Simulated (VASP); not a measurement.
Consider the following.

```yaml
crystal:
  lattice:
    - [1.60408, -2.77834, 0.00000]
    - [1.60408, 2.77834, 0.00000]
    - [0.00000, 0.00000, 5.11320]
  atoms:
    - { symbol: Mg, position: [0.33333, 0.66667, 0.25000] }
    - { symbol: Mg, position: [0.66667, 0.33333, 0.75000] }
```

These are vdW-DF-cx, VASP's PBE PAW potentials (set 64) (plane waves; VASP) values and carry that method's errors. Settings: 520 eV cut-off, 15×15×8 Γ-centred mesh, tetrahedra with Blöchl corrections, potentials Mg.

Task: Predict the energy per atom (σ→0), band gap (on the k-mesh) with the smallest direct gap where there is one.

Result: 
The band gap (on the k-mesh) comes out as none (metal, semimetal or under 0.01 eV). The energy per atom (σ→0) is -0.167 eV/atom.

The absolute energy has meaning only against runs of the same code, potentials and settings.

The compound is Mg in the hcp structure. It was relaxed first.
